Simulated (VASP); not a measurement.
Write the native input for VASP 6.6.1 that does the following.

| Property | Result |
| --- | --- |
| Task | density of states |
| Functional | PBE |
| Potentials or basis | VASP PAW PBE potentials, release 64 (Re, S) |
| Cutoff | 520 eV |
| k mesh | 9 × 9 × 3 |
| Occupations | fermi-dirac, width 0.1 eV |
| Spin | no spin polarisation |
| Dipole correction | no |
| k mesh for the DOS | 14 × 14 × 5 |
| Occupations for the DOS | tetrahedron |
| Further INCAR settings | ALGO = Fast; EDIFF = 1e-07; NBANDS = 36 |

The system is ReS.

```
CELL_PARAMETERS angstrom
3.85069 0.00000 0.00000
0.00000 3.85069 0.00000
0.00000 0.00000 10.88700
ATOMIC_POSITIONS crystal
Re 0.25000 0.25000 0.15700
Re 0.25000 0.25000 0.65700
Re 0.75000 0.75000 0.34300
Re 0.75000 0.75000 0.84300
S 0.00000 0.00000 0.00000
S 0.50000 0.00000 0.50000
S 0.50000 0.50000 0.00000
S 0.00000 0.50000 0.50000
```

The cell was built by a generator and needn't be a form met in nature.

The input as run:

POSCAR

```
ReS
1.0
    3.8506950000      0.0000000000      0.0000000000
    0.0000000000      3.8506950000      0.0000000000
    0.0000000000      0.0000000000     10.8869960000
Re S
4 4
Direct
    0.2500000000      0.2500000000      0.1570000000
    0.2500000000      0.2500000000      0.6570000000
    0.7500000000      0.7500000000      0.3430000000
    0.7500000000      0.7500000000      0.8430000000
    0.0000000000      0.0000000000      0.0000000000
    0.5000000000      0.0000000000      0.5000000000
    0.5000000000      0.5000000000      0.0000000000
    0.0000000000      0.5000000000      0.5000000000
```

INCAR.step1

```
SYSTEM = ReS
  PREC = Accurate
  ENCUT = 520
  EDIFF = 1E-7
  ISMEAR = -1
  SIGMA = 0.1
  LREAL = .FALSE.
  LASPH = .TRUE.
  NELM = 100
  ALGO = Fast
  ISIF = 2
  LWAVE = .FALSE.
  LCHARG = .TRUE.
  LMAXMIX = 4
  GGA = PE
  NBANDS = 36
```

KPOINTS.step1

```
regular mesh
0
G
  9 9 3
  0 0 0
```

INCAR.step2

```
SYSTEM = ReS
  PREC = Accurate
  ENCUT = 520
  EDIFF = 1E-7
  ISMEAR = -5
  SIGMA = 0.1
  LREAL = .FALSE.
  LASPH = .TRUE.
  NELM = 100
  ALGO = Fast
  ISIF = 2
  LWAVE = .FALSE.
  LCHARG = .FALSE.
  LMAXMIX = 4
  GGA = PE
  LORBIT = 11
  NBANDS = 36
  NEDOS = 2001
  ICHARG = 11
```

KPOINTS.step2

```
regular mesh
0
G
  14 14 5
  0 0 0
```

Potentials or basis: VASP PAW PBE potentials, release 64 (Re, S).

The run is started by

```bash
$ cat potpaw_PBE.64/Re/POTCAR potpaw_PBE.64/S/POTCAR > POTCAR
$ cp INCAR.step1 INCAR
$ cp KPOINTS.step1 KPOINTS
$ mpirun -np 1 vasp_std > vasp.out
$ cp INCAR.step2 INCAR
$ cp KPOINTS.step2 KPOINTS
$ mpirun -np 1 vasp_std > vasp.out
```

It gave:

| Quantity | Value |
| --- | --- |
| Valence electrons inside the program's atomic spheres | Re 5.67; S 3.65 |

Wall time 36 min on 1 thread of Intel(R) Xeon(R) Platinum 8488C (Sapphire Rapids), with other jobs on the host, peak memory 0.59 GiB.
